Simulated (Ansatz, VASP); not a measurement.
# Cs2AgBiBr6: VASP beside Ansatz, part 2 of 3

Aim: how closely do two programs agree when they are given the same cell, functional and k mesh? The cell is taken from a series of VASP runs on this material, whose earlier steps may have relaxed, scaled or displaced it; both programs get it as it stands.

VASP 6.6.1 and Ansatz 0.2.0.

So far. Step 3 (VASP: band structure, PBE): The run ends at a pressure of 1.73 GPa, with forces up to 0.29 eV/Å.

## Step 4: Side by side

Known differences besides the potentials themselves: the data sets hold 94 valence electrons in Ansatz (default PAW (the set named soft_2) files) and 86 in VASP; the cutoff is 420 eV in Ansatz and 350 eV in VASP. Total energies have different zeros and are not compared.

The two programs side by side:

```
                     quantity  Ansatz   VASP  difference
               pressure (GPa)    1.87   1.73       +0.14
gap over the path points (eV)   1.264  1.265      -0.002
```

Forces (eV/Å; atoms numbered as in POSCAR):

```
atom        Ansatz x, y, z          VASP x, y, z
 Bi1   0.000, 0.000, 0.000   0.000, 0.000, 0.000
 Cs2   0.000, 0.000, 0.000   0.000, 0.000, 0.000
 Cs3   0.000, 0.000, 0.000   0.000, 0.000, 0.000
 Ag4   0.000, 0.000, 0.000   0.000, 0.000, 0.000
 Br5  0.000, 0.000, -0.290  0.000, 0.000, -0.295
 Br6   0.000, 0.000, 0.290   0.000, 0.000, 0.295
 Br7   0.290, 0.000, 0.000   0.295, 0.000, 0.000
 Br8  0.000, -0.290, 0.000  0.000, -0.295, 0.000
 Br9  -0.290, 0.000, 0.000  -0.295, 0.000, 0.000
Br10   0.000, 0.290, 0.000   0.000, 0.295, 0.000
```

Levels at points of the path, from each program's valence-band top (eV; 4 filled, then empty):

```
k (reciprocal lattice)                                  Ansatz                                    VASP
     0.000 0.000 0.000  -1.25 -1.25 -0.70 -0.70 2.31 2.31 2.31  -1.24 -1.24 -0.70 -0.70 2.31 2.31 2.31
     0.143 0.000 0.143  -1.36 -1.25 -1.14 -0.70 2.42 2.42 2.50  -1.36 -1.25 -1.14 -0.70 2.42 2.42 2.50
     0.357 0.000 0.357  -1.59 -1.26 -0.70 -0.45 2.74 2.74 2.93  -1.58 -1.26 -0.70 -0.45 2.74 2.74 2.93
     0.500 0.000 0.500   -1.58 -1.27 -0.70 0.00 2.82 2.82 3.19   -1.58 -1.26 -0.70 0.00 2.82 2.82 3.19
     0.500 0.071 0.571  -1.58 -1.29 -0.78 -0.03 2.77 2.84 3.18  -1.58 -1.28 -0.78 -0.03 2.77 2.84 3.18
     0.500 0.179 0.679  -1.56 -1.40 -1.14 -0.09 2.66 2.94 3.10  -1.56 -1.40 -1.13 -0.09 2.66 2.94 3.10
     0.500 0.250 0.750  -1.50 -1.50 -1.30 -0.10 2.63 3.02 3.02  -1.49 -1.49 -1.29 -0.10 2.63 3.03 3.03
     0.446 0.304 0.750  -1.55 -1.45 -1.19 -0.14 2.48 3.07 3.15  -1.55 -1.44 -1.19 -0.14 2.48 3.08 3.15
     0.411 0.339 0.750  -1.56 -1.43 -1.09 -0.19 2.37 3.09 3.27  -1.56 -1.43 -1.08 -0.19 2.37 3.10 3.27
     0.375 0.375 0.750  -1.56 -1.43 -1.04 -0.21 2.32 3.10 3.32  -1.56 -1.42 -1.04 -0.21 2.33 3.10 3.32
```

The forces differ by 2.0 meV/Å r.m.s., which is 1.5 % of the r.m.s. force of 0.13 eV/Å (both taken over all components). Among the levels compared at these points, filled levels agree within 6 meV and empty ones within 3 meV.

## Step 5: VASP: band structure, r2SCAN

The same path points are solved in both programs, so levels can be compared one by one.

The input, INCAR:

```
SYSTEM = Cs2AgBiBr6
PREC = Accurate
ENCUT = 350
EDIFF = 1E-06
NELM = 100
ISMEAR = 0
SIGMA = 0.03
LREAL = .FALSE.
ALGO = Normal
METAGGA = R2SCAN
LASPH = .TRUE.
NBANDS = 67
LORBIT = 11
LWAVE = .FALSE.
LCHARG = .FALSE.
KPAR = 8
```

The input, POSCAR:

```
Cs2AgBiBr6
1.0
    0.0000000000      5.6161000000      5.6161000000
    5.6161000000      0.0000000000      5.6161000000
    5.6161000000      5.6161000000      0.0000000000
Bi Cs Ag Br
1 2 1 6
Direct
    0.0000000000      0.0000000000      0.0000000000
    0.7500000000      0.7500000000      0.7500000000
    0.2500000000      0.2500000000      0.2500000000
    0.5000000000      0.5000000000      0.5000000000
    0.7494500000      0.7494500000      0.2505500000
    0.2505500000      0.2505500000      0.7494500000
    0.7494500000      0.2505500000      0.2505500000
    0.7494500000      0.2505500000      0.7494500000
    0.2505500000      0.7494500000      0.7494500000
    0.2505500000      0.7494500000      0.2505500000
```

The input, KPOINTS:

```
Automatic mesh
0
Gamma
4 4 4
0 0 0
```

The input, KPOINTS_OPT:

```
Line mode
8
Line-mode
Reciprocal
  0.00000000   0.00000000   0.00000000 GAMMA
  0.50000000   0.00000000   0.50000000 X

  0.50000000   0.00000000   0.50000000 X
  0.50000000   0.25000000   0.75000000 W

  0.50000000   0.25000000   0.75000000 W
  0.37500000   0.37500000   0.75000000 K

  0.37500000   0.37500000   0.75000000 K
  0.00000000   0.00000000   0.00000000 GAMMA

  0.00000000   0.00000000   0.00000000 GAMMA
  0.50000000   0.50000000   0.50000000 L

  0.50000000   0.50000000   0.50000000 L
  0.62500000   0.25000000   0.62500000 U

  0.62500000   0.25000000   0.62500000 U
  0.50000000   0.25000000   0.75000000 W

  0.50000000   0.25000000   0.75000000 W
  0.50000000   0.50000000   0.50000000 L

  0.50000000   0.50000000   0.50000000 L
  0.37500000   0.37500000   0.75000000 K

  0.62500000   0.25000000   0.62500000 U
  0.50000000   0.00000000   0.50000000 X
```

Potentials, in the order of the species: Bi_d, Cs_sv, Ag and Br (PBE family, release 64).

Started as:

```
$ mpirun -np 8 vasp_std
```

Numbers of over 12 decimals in the logs are rounded to 6 here.

Log:

```text
[banner, memory and clock lines left out]
running    8 mpi-ranks, on    1 nodes
[...]
[... a notice as in an earlier step ...]

|                                                                             |
|               ----> ADVICE to this user running VASP <----                  |
|                                                                             |
|     You enforced a specific xc type in the INCAR file but a different       |
|     [... a line on the potential file left out ...]
|     I HOPE YOU KNOW WHAT YOU ARE DOING!                                     |
|                                                                             |

 LDA part: xc-table for (None), standard interpolation
 POSCAR, INCAR and KPOINTS ok, starting setup
[...]
entering main loop
       N       E                     dE             d eps       ncg     rms          rms(c)
DAV:   1     0.364319267181E+03    0.36432E+03   -0.29575E+04  1104   0.847E+02
DAV:   2    -0.182528136537E+03   -0.54685E+03   -0.52193E+03  1295   0.226E+02
[...]
1 F= -.22246437E+03 E0= -.22246437E+03  d E =-.319031E-14
 Start KPOINTS_OPT (optional k-point list driver)
k-point batch [1-8\80]
       N       E                     dE             ncg
DAV:   1    -0.155195556982E+03   -0.56436E+04     1096
DAV:   2    -0.461347789699E+04   -0.44583E+04     1285
DAV:   3    -0.506522826323E+04   -0.45175E+03     1288
DAV:   4    -0.507612643022E+04   -0.10898E+02     1272
DAV:   5    -0.507644471069E+04   -0.31828E+00     1584
DAV:   6    -0.507644964097E+04   -0.49303E-02     1304
DAV:   7    -0.507644989081E+04   -0.24984E-03     1632
DAV:   8    -0.507644989200E+04   -0.11931E-05     1056
DAV:   9    -0.507644989207E+04   -0.68317E-07      824
[...]
k-point batch [73-80\80]
       N       E                     dE             ncg
DAV:   1    -0.105040223833E+03   -0.10641E+05     1104
DAV:   2    -0.461340318287E+04   -0.45084E+04     1265
DAV:   3    -0.507753877723E+04   -0.46414E+03     1336
DAV:   4    -0.508884855659E+04   -0.11310E+02     1320
DAV:   5    -0.508914565916E+04   -0.29710E+00     1560
DAV:   6    -0.508915088634E+04   -0.52272E-02     1405
DAV:   7    -0.508915119248E+04   -0.30614E-03     1656
DAV:   8    -0.508915119383E+04   -0.13479E-05     1165
DAV:   9    -0.508915119388E+04   -0.53071E-07      968
```

Parts of OUTCAR (step 5):

```text
  Total        1.9315788      1.9315788      1.9315788     -0.0000000      0.0000000     -0.0000000
  in kB        8.7355153      8.7355153      8.7355153     -0.0000000      0.0000000     -0.0000000
  external PRESSURE =       8.7355153 kB  Pullay stress =       0.0000000 kB

 POSITION                                       TOTAL-FORCE (eV/Angst)
 -----------------------------------------------------------------------------------
      0.00000      0.00000      0.00000        -0.000000     -0.000000     -0.000000
      8.42415      8.42415      8.42415         0.000000      0.000000      0.000000
      2.80805      2.80805      2.80805        -0.000000     -0.000000     -0.000000
      5.61610      5.61610      5.61610         0.000000      0.000000      0.000000
      5.61610      5.61610      8.41797         0.000000      0.000000     -0.249233
      5.61610      5.61610      2.81423         0.000000      0.000000      0.249233
      2.81423      5.61610      5.61610         0.249233      0.000000      0.000000
      5.61610      8.41797      5.61610         0.000000     -0.249233      0.000000
      8.41797      5.61610      5.61610        -0.249233      0.000000      0.000000
      5.61610      2.81423      5.61610         0.000000      0.249233      0.000000
 -----------------------------------------------------------------------------------
    total drift:                               -0.000000     -0.000000     -0.000000

  FREE ENERGIE OF THE ION-ELECTRON SYSTEM (eV)
  ---------------------------------------------------
  free  energy   TOTEN  =      -222.4643661822 eV

  energy  without entropy=     -222.4643661822  energy(sigma->0) =     -222.46436618

[... 2 parts as in an earlier step ...]

[... 1 further part left out ...]
[key lines of the parts left out:]
E-fermi :   1.3443
```

The run ends at a pressure of 0.87 GPa, with forces up to 0.25 eV/Å.

## Step 6: Ansatz: band structure, r2SCAN

The same cell, functional, mesh and smearing now go to Ansatz, which takes its cutoff from its data sets.

The cell is taken from a series of VASP runs on this material, whose earlier steps may have relaxed, scaled or displaced it; both programs get it as it stands.

The input, input.yaml:

```yaml
crystal:
  lattice:
    - [0.0, 5.6161, 5.6161]
    - [5.6161, 0.0, 5.6161]
    - [5.6161, 5.6161, 0.0]
  atoms:
    - { symbol: Bi, position: [0.0, 0.0, 0.0] }
    - { symbol: Cs, position: [0.75, 0.75, 0.75] }
    - { symbol: Cs, position: [0.25, 0.25, 0.25] }
    - { symbol: Ag, position: [0.5, 0.5, 0.5] }
    - { symbol: Br, position: [0.74945, 0.74945, 0.25055] }
    - { symbol: Br, position: [0.25055, 0.25055, 0.74945] }
    - { symbol: Br, position: [0.74945, 0.25055, 0.25055] }
    - { symbol: Br, position: [0.74945, 0.25055, 0.74945] }
    - { symbol: Br, position: [0.25055, 0.74945, 0.74945] }
    - { symbol: Br, position: [0.25055, 0.74945, 0.25055] }
hamiltonian:
  xc: r2scan
  pseudopotentials: { kind: paw }
kpoints:
  mp_grid: { grid: [4, 4, 4] }
  band_path:
    path:
      - [0.0, 0.0, 0.0]
      - [0.14286, 0.0, 0.14286]
      - [0.35714, 0.0, 0.35714]
      - [0.5, 0.0, 0.5]
      - [0.5, 0.07143, 0.57143]
      - [0.5, 0.17857, 0.67857]
      - [0.5, 0.25, 0.75]
      - [0.44643, 0.30357, 0.75]
      - [0.41071, 0.33929, 0.75]
      - [0.375, 0.375, 0.75]
      - [0.21429, 0.21429, 0.42857]
      - [0.10714, 0.10714, 0.21429]
      - [0.0, 0.0, 0.0]
      - [0.21429, 0.21429, 0.21429]
      - [0.42857, 0.42857, 0.42857]
      - [0.5, 0.5, 0.5]
      - [0.55357, 0.39286, 0.55357]
      - [0.60714, 0.28571, 0.60714]
      - [0.60714, 0.25, 0.64286]
      - [0.57143, 0.25, 0.67857]
      - [0.51786, 0.25, 0.73214]
      - [0.5, 0.28571, 0.71429]
      - [0.5, 0.35714, 0.64286]
      - [0.5, 0.46429, 0.53571]
      - [0.48214, 0.48214, 0.53571]
      - [0.42857, 0.42857, 0.64286]
      - [0.39286, 0.39286, 0.71429]
      - [0.60714, 0.21429, 0.60714]
      - [0.55357, 0.10714, 0.55357]
      - [0.5, 0.0, 0.5]
    npoints: 1
scf:
  occupations: { method: gaussian, width: 0.03 }
  n_extra_bands: 11
output:
  forces: true
  stress: true
  eigenvalues: true
```

Started as:

```
$ ansatz run input.yaml --threads 4 --pin off --max-ram 9216MiB --backend cpu --events-out ev --progress --plain --runs-dir out
```

Log:

```text
[...]
Crystal: 10 atoms, lattice volume = 354.270 Å³
Basis set: ecut = 500 eV, 9089 PW (Γ), exchange–correlation on 240×240×240 points (64 copies of the dense FFT grid, shifted against one another)
Bands: 58, of which v1, the nominal top of the filled ones, is band 47 counted from 1 (46 counted from 0)
Symmetry: 48 space group operations
[...]
k-points: 8 of 64
[...]
k-point 0: bands = [... 43 lower, 2.8139, 2.8139, 3.4334, 3.4334, 6.8757, 6.8757, 6.8757, 8.3461, ... 7 higher]
  k-point 1: bands = [... 43 lower, 2.5540, 2.7116, 3.0415, 3.0415, 6.3596, 7.5405, 7.5405, 8.9026, ... 7 higher]
  k-point 2: bands = [... 43 lower, 2.5125, 2.7780, 2.8169, 2.8169, 5.8537, 8.2271, 8.2271, 9.6621, ... 7 higher]
  k-point 7: bands = [... 43 lower, 2.5676, 2.5676, 2.8404, 4.0804, 7.1918, 7.5636, 7.5636, 10.0023, ... 7 higher]
[key lines of the parts left out:]
SCF converged after 7 iterations
Free energy (F): -48157.052612 eV
Fermi energy:    5.020973 eV
P = ⅓ Tr σ = 1.0140 GPa (10.140 kbar)
```

It took 18 s on 4 threads of Arm Neoverse V1, shared host; peak memory 1.8 GiB.

## Step 7: Differences

What differs besides the data sets and the points named for the pairs above, as far as they apply: VASP keeps PBE cores, Ansatz makes them for the functional; the cutoff is 500 eV in Ansatz and 350 eV in VASP. Total energies have different zeros and are not compared.

The two programs side by side:

```
                     quantity  Ansatz   VASP  difference
               pressure (GPa)    1.01   0.87       +0.14
gap over the path points (eV)   1.665  1.646      +0.020
```

Forces (eV/Å; atoms numbered as in POSCAR):

```
atom        Ansatz x, y, z          VASP x, y, z
 Bi1   0.000, 0.000, 0.000   0.000, 0.000, 0.000
 Cs2   0.000, 0.000, 0.000   0.000, 0.000, 0.000
 Cs3   0.000, 0.000, 0.000   0.000, 0.000, 0.000
 Ag4   0.000, 0.000, 0.000   0.000, 0.000, 0.000
 Br5  0.000, 0.000, -0.241  0.000, 0.000, -0.249
 Br6   0.000, 0.000, 0.241   0.000, 0.000, 0.249
 Br7   0.241, 0.000, 0.000   0.249, 0.000, 0.000
 Br8  0.000, -0.241, 0.000  0.000, -0.249, 0.000
 Br9  -0.241, 0.000, 0.000  -0.249, 0.000, 0.000
Br10   0.000, 0.241, 0.000   0.000, 0.249, 0.000
```

Levels at points of the path, from each program's valence-band top (eV; 4 filled, then empty):

```
k (reciprocal lattice)                                  Ansatz                                    VASP
     0.000 0.000 0.000  -1.37 -1.37 -0.76 -0.76 2.69 2.69 2.69  -1.38 -1.38 -0.74 -0.74 2.67 2.67 2.67
     0.143 0.000 0.143  -1.49 -1.38 -1.17 -0.76 2.79 2.79 2.86  -1.50 -1.38 -1.15 -0.74 2.78 2.78 2.84
     0.357 0.000 0.357  -1.70 -1.39 -0.76 -0.45 3.10 3.10 3.29  -1.69 -1.40 -0.75 -0.45 3.08 3.08 3.27
     0.500 0.000 0.500   -1.69 -1.39 -0.76 0.00 3.18 3.18 3.54   -1.68 -1.40 -0.75 0.00 3.16 3.16 3.52
     0.500 0.071 0.571  -1.69 -1.41 -0.84 -0.03 3.13 3.20 3.52  -1.68 -1.42 -0.82 -0.03 3.12 3.18 3.51
     0.500 0.179 0.679  -1.68 -1.53 -1.19 -0.09 3.03 3.29 3.45  -1.68 -1.53 -1.18 -0.09 3.01 3.28 3.43
     0.500 0.250 0.750  -1.62 -1.62 -1.35 -0.11 3.00 3.38 3.38  -1.62 -1.62 -1.34 -0.11 2.99 3.36 3.36
     0.446 0.304 0.750  -1.67 -1.57 -1.25 -0.14 2.85 3.42 3.50  -1.67 -1.57 -1.24 -0.14 2.83 3.41 3.48
     0.411 0.339 0.750  -1.68 -1.55 -1.14 -0.19 2.74 3.44 3.61  -1.67 -1.56 -1.13 -0.19 2.72 3.42 3.60
     0.375 0.375 0.750  -1.68 -1.54 -1.10 -0.21 2.70 3.45 3.66  -1.67 -1.55 -1.09 -0.21 2.68 3.43 3.65
```

The forces differ by 3.9 meV/Å r.m.s., which is 3.5 % of the r.m.s. force of 0.11 eV/Å (both taken over all components). Among the levels compared at these points, filled levels agree within 19 meV and empty ones within 20 meV.

## Step 8: Ansatz: band structure, LDA, DFT+U

Levels along a path test the potential and the projectors away from the mesh points.

The cell is taken from a series of VASP runs on this material, whose earlier steps may have relaxed, scaled or displaced it; both programs get it as it stands.

input.yaml, as its differences from that of step 6:

```diff
@@ -17,4 +17,5 @@
 hamiltonian:
-  xc: r2scan
+  xc: lda
   pseudopotentials: { kind: paw }
+  hubbard: { sites: [{ species: Ag, l: d, u_eff: 5.0 }] }
 kpoints:
```

Log:

```text
Bi: projections on atomic orbitals take those of the free atom [Xe 4f14] 5d10 6s2 6p3, of charge +0.00 (hamiltonian.pseudopotentials.projection_atoms); the dataset's partial waves leave at most 4.7e-5 of an orbital's norm unspanned inside its sphere
[...]
k-point 0: bands = [... 43 lower, 2.9192, 2.9192, 2.9357, 2.9357, 6.2658, 6.2658, 6.2658, 7.3762, ... 7 higher]
  k-point 1: bands = [... 43 lower, 2.5200, 2.8159, 2.8280, 2.8280, 5.7409, 6.9583, 6.9583, 7.9552, ... 7 higher]
  k-point 2: bands = [... 43 lower, 2.6085, 2.6792, 2.6792, 2.6983, 5.2149, 7.6719, 7.6719, 8.7459, ... 7 higher]
  k-point 7: bands = [... 43 lower, 2.5032, 2.6382, 2.6382, 3.6789, 6.5915, 7.0071, 7.0071, 9.2680, ... 7 higher]
Occupation matrices written to <dir>
[key lines of the parts left out:]
SCF converged after 9 iterations
Free energy (F): -46727.634444 eV
Fermi energy:    4.494805 eV
P = ⅓ Tr σ = -1.2819 GPa (-12.819 kbar)
```

Elapsed: 11 s, on 4 threads; peak memory 1.1 GiB.

(Part 2 of 3 ends here.)

[Lines on the potential files, build, host, timing and source positions are cut from VASP's logs without a mark.]

[Logs are printed without paths, hosts, clocks, repeated set-up lines and the standing remarks that a program may print on its own settings, such as how far it seeks lower states.]

[Hosts, paths, dates, database ids (printed as entryN), source tags and the programs' standing remarks are cut or masked in the printed files.]
